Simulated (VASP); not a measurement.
Crystal: Mo.

```
Mo
1.0
    -1.57342    1.57342    1.57342
     1.57342   -1.57342    1.57342
     1.57342    1.57342   -1.57342
Mo
1
Direct
  0.00000 0.00000 0.00000
```

| Property | Result |
| --- | --- |
| Program | VASP 6.6.1 |
| Task | relaxation of cell and atoms |
| Functional | PBE |
| Dispersion | D3(BJ) |
| Potentials or basis | VASP PAW PBE potentials, release 64 (Mo_sv) |
| Cutoff | 600 eV |
| k mesh | 16 × 16 × 16 |
| Occupations | methfessel-paxton, width 0.1 eV |
| Spin | no spin polarisation |

At the start: pressure -3.9 GPa; volume 15.58 Å³/atom.

Where does the relaxation end?

Over 3 steps the energy falls by 2.8 meV/atom and the volume is 15.36 Å³/atom (-1.4 %); space group Im-3m (No. 229, to 0.05 Å).

Step by step:
```tsv
step	energy change (eV)	largest force (eV/Å)	pressure (GPa)	volume (Å³)
1	0.0000	0.0000	-3.92	15.58
2	0.0205	0.0000	12.52	14.74
3	-0.0028	0.0000	-0.07	15.36
```

Final structure:
```yaml
crystal:
  lattice:
    - [-1.56593, 1.56593, 1.56593]
    - [1.56593, -1.56593, 1.56593]
    - [1.56593, 1.56593, -1.56593]
  atoms:
    - { symbol: Mo, position: [0.00000, 0.00000, 0.00000] }
```

Caveat: pairwise dispersion overbinds metals, which lowers pressure and volume.
